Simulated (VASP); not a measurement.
All values below come from PBE GGA, VASP's PBE PAW potentials (set 64) (plane waves; VASP).

VASP ran on this input.

### INCAR
```
ALGO = Normal
EDIFF = 1E-6
ENCUT = 400
GGA = PE
ISIF = 2
ISMEAR = 1
LASPH = T
LCHARG = F
LMAXMIX = 4
LREAL = F
LWAVE = F
NELM = 100
PREC = Accurate
SIGMA = 0.5
SYSTEM = MgI2
```

KPOINTS:
```
Automatic mesh
0
Gamma
6 6 3
0 0 0
```

### POSCAR
```
MgI2
6.99720
  0.3024781341  -0.5239074201   0.0000000000
  0.3024781341   0.5239074201   0.0000000000
  0.0000000000   0.0000000000   1.0000000000
Mg I
1 2
Cart
  0.0000000000   0.0000000000   0.0000000000
  0.3024781341   0.1746361560   0.2420000000
  0.3024781341  -0.1746361560   0.7580000000
```

POTCAR, in this order: Mg I (PBE.64 set). Program: vasp_std.

Output of the run:

**OSZICAR**
```
       N       E                     dE             d eps       ncg     rms          rms(c)
DAV:   1     0.722868973421E+02    0.72287E+02   -0.50069E+03   408   0.833E+02
DAV:   2    -0.226477316675E+01   -0.74552E+02   -0.69369E+02   580   0.140E+02
DAV:   3    -0.775357522228E+01   -0.54888E+01   -0.54749E+01   516   0.456E+01
DAV:   4    -0.785650377711E+01   -0.10293E+00   -0.10290E+00   564   0.793E+00
DAV:   5    -0.785782835703E+01   -0.13246E-02   -0.13245E-02   508   0.877E-01    0.373E+00
DAV:   6    -0.770804102698E+01    0.14979E+00   -0.17014E-01   456   0.227E+00    0.262E+00
DAV:   7    -0.767855071146E+01    0.29490E-01   -0.14512E-01   452   0.213E+00    0.794E-01
DAV:   8    -0.767696246148E+01    0.15882E-02   -0.96110E-03   452   0.613E-01    0.254E-01
DAV:   9    -0.767710965884E+01   -0.14720E-03   -0.12035E-03   500   0.252E-01    0.965E-02
DAV:  10    -0.767709634303E+01    0.13316E-04   -0.31637E-05   500   0.476E-02    0.513E-02
DAV:  11    -0.767709971529E+01   -0.33723E-05   -0.16121E-05   468   0.301E-02    0.254E-02
DAV:  12    -0.767710060982E+01   -0.89452E-06   -0.14232E-06   384   0.877E-03
   1 F= -.76771006E+01 E0= -.77029468E+01  d E =0.775385E-01
```

OUTCAR:
```
------------------------ aborting loop because EDIFF is reached ----------------------------------------
  FORCE on cell =-STRESS in cart. coord.  units (eV):
  Direction    XX          YY          ZZ          XY          YZ          ZX
  --------------------------------------------------------------------------------------
  Total       -0.4829786     -0.4829784     -0.2114514     -0.0000000      0.0000000     -0.0000000
  in kB       -7.1266769     -7.1266748     -3.1201092     -0.0000000      0.0000000     -0.0000000
  external PRESSURE =      -5.7911536 kB  Pullay stress =       0.0000000 kB
  volume of cell :      108.58
      direct lattice vectors                 reciprocal lattice vectors
     2.116500000 -3.665885000  0.000000000     0.236239074 -0.136392713  0.000000000
     2.116500000  3.665885000  0.000000000     0.236239074  0.136392713  0.000000000
     0.000000000  0.000000000  6.997200000     0.000000000  0.000000000  0.142914309
 POSITION                                       TOTAL-FORCE (eV/Angst)
 -----------------------------------------------------------------------------------
      0.00000      0.00000      0.00000         0.000000      0.000000      0.000000
      2.11650      1.22196      1.69332        -0.000000      0.000000     -0.211517
      2.11650     -1.22196      5.30388        -0.000000     -0.000000      0.211517
 -----------------------------------------------------------------------------------
    total drift:                               -0.000000     -0.000000      0.000000
  FREE ENERGIE OF THE ION-ELECTRON SYSTEM (eV)
  ---------------------------------------------------
  free  energy   TOTEN  =        -7.6771006098 eV

  energy  without entropy=       -7.7546391080  energy(sigma->0) =       -7.70294678
```
(Selected blocks of OUTCAR.)

The compound is MgI2 in the 1T layered structure. The cell was not relaxed at this level. The run is one of a series of settings (ISMEAR = 1, SIGMA = 0.5 against the base run), some of them coarse on purpose.
